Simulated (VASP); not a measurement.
Given:

```
CELL_PARAMETERS angstrom
      0.00000     1.87843     1.87843
      1.87843     0.00000     1.87843
      1.87843     1.87843     0.00000
ATOMIC_POSITIONS crystal
  Rh 0.00000 0.00000 0.00000
```

These are LDA (Ceperley-Alder, Perdew-Zunger), VASP's LDA PAW potentials (set 64) (plane waves; VASP) values and carry that method's errors. Numerical set-up: 520 eV cut-off, Gaussian smearing of 0.050 eV, potentials Rh_pv.

Problem. Give the energies of bands 4 to 9 at the high-symmetry points, in eV from the Fermi level.

Solution. 
```json
[
 {"band": "4", "Γ": "-8.29", "X": "-6.69", "U": "-5.85", "L": "-6.48", "W": "-5.32"},
 {"band": "5", "Γ": "-3.29", "X": "-6.32", "U": "-5.05", "L": "-3.36", "W": "-4.04"},
 {"band": "6", "Γ": "-3.29", "X": "0.61", "U": "-2.20", "L": "-3.36", "W": "-4.04"},
 {"band": "7", "Γ": "-3.29", "X": "1.06", "U": "-0.72", "L": "0.62", "W": "-1.28"},
 {"band": "8", "Γ": "-1.04", "X": "1.06", "U": "0.40", "L": "0.62", "W": "1.06"},
 {"band": "9", "Γ": "-1.04", "X": "3.26", "U": "8.10", "L": "0.66", "W": "9.86"}
]
```

It has no gap at this level: it comes out as a metal or semimetal.

The compound is Rh in the fcc structure. It was relaxed first.
